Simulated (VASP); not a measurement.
A run of VASP 6.6.1 is set up as follows.

File INCAR:

```
PREC     = Normal         # precision mode
ENCUT    = 520            # plane-wave cutoff, eV
EDIFF    = 1E-4           # SCF threshold, eV
ISMEAR   = 0              # smearing method
SIGMA    = 0.15           # smearing width, eV
LREAL    = False          # projectors in reciprocal space
LASPH    = True           # aspherical terms in the spheres
NELM     = 60             # most SCF steps
ALGO     = Fast           # electronic algorithm
ISIF     = 3              # what is computed and relaxed
LWAVE    = False          # write WAVECAR
LCHARG   = False          # write CHGCAR
GGA      = PE             # functional
IBRION   = 2              # ionic algorithm
NSW      = 24             # ionic steps
EDIFFG   = -0.08          # ionic threshold
```

Contents of KPOINTS:

```
regular mesh
0
Gamma
  9 9 5
```

Contents of POSCAR:

```
SiB
1.0
    2.4693286500      0.0000000000      0.0000000000
   -1.2346643300      2.1385013400      0.0000000000
    0.0000000000      0.0000000000      4.7031015600
Si B
1 1
Direct
    0.0000000000      0.0000000000      0.0000000000
    0.0000000000      0.0000000000      0.5000000000
```

Potentials or basis: VASP PAW PBE potentials, release 64 (Si, B).

The run is started by

```console
$ cat potpaw_PBE.64/Si/POTCAR potpaw_PBE.64/B/POTCAR > POTCAR
$ mpirun -np 1 vasp_std > vasp.out
```

(1) Predict the band gap on the k mesh.

(2) What does it give for the space group after relaxing (to 0.05 Å)?

(3) Predict the relaxed cell.

Results:

(1) none (metal or under the smearing width).

(2) P6/mmm (No. 191).

(3) a = 2.520 Å, b = 2.520 Å, c = 4.136 Å, α = 90.00°, β = 90.00°, γ = 120.00°.
